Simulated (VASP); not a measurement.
VASP input:

**KPOINTS**
```
K-points
0
Gamma
14 14 14
```

**POSCAR**
```
TaC
1
    0.0000000000     2.2552931091     2.2552931091
    2.2552931091     0.0000000000     2.2552931091
    2.2552931091     2.2552931091     0.0000000000
Ta C
1 1
Direct
  0.0000000000   0.0000000000   0.0000000000
  0.5000000000   0.5000000000   0.5000000000
```

### INCAR
```
SYSTEM = TaC
PREC = Accurate
ENCUT = 520
EDIFF = 1E-7
NELM = 100
ALGO = Normal
LREAL = .FALSE.
LASPH = .TRUE.
ISMEAR = 1
SIGMA = 0.1
GGA = MK
PARAM1 = 0.1234
PARAM2 = 1.0
LUSE_VDW = .TRUE.
AGGAC = 0.0
LMAXMIX = 6
LWAVE = .FALSE.
LCHARG = .FALSE.
ISIF = 2
```

POTCAR, in this order: Ta_pv C (PBE.64 set). Program: vasp_std.

Task: Translate this optB86b-vdW calculation to Quantum ESPRESSO's pw.x.

Result: One equivalent input (not run):
```
&CONTROL
  calculation = 'scf'
  pseudo_dir = './pseudo'
  outdir = './out'
  tprnfor = .true.
  tstress = .true.
/
&SYSTEM
  ibrav = 0
  nat = 2
  ntyp = 2
  ecutwfc = 82
  occupations = 'smearing'
  smearing = 'methfessel-paxton'
  degauss = 0.00735
  input_dft = 'vdw-df-ob86'
/
&ELECTRONS
  conv_thr = 7.3e-09
  electron_maxstep = 100
/
ATOMIC_SPECIES
  Ta 180.948 Ta.upf
  C 12.011 C.upf
CELL_PARAMETERS angstrom
     0.0000000    2.2552931    2.2552931
     2.2552931    0.0000000    2.2552931
     2.2552931    2.2552931    0.0000000
ATOMIC_POSITIONS crystal
  Ta   0.0000000  0.0000000  0.0000000
  C    0.5000000  0.5000000  0.5000000
K_POINTS automatic
  14 14 14 0 0 0
```
Limits of the translation: the potentials are each code's own (VASP's PAW set, PseudoDojo norm-conserving files in pw.x), so ENCUT and ecutwfc are chosen apart and not converted; conv_thr bounds pw.x's estimated SCF error, while EDIFF bounds the energy change between steps.

The compound is TaC in the rock salt structure. This cell is one point of a volume scan, at 1.03 of the reference volume.
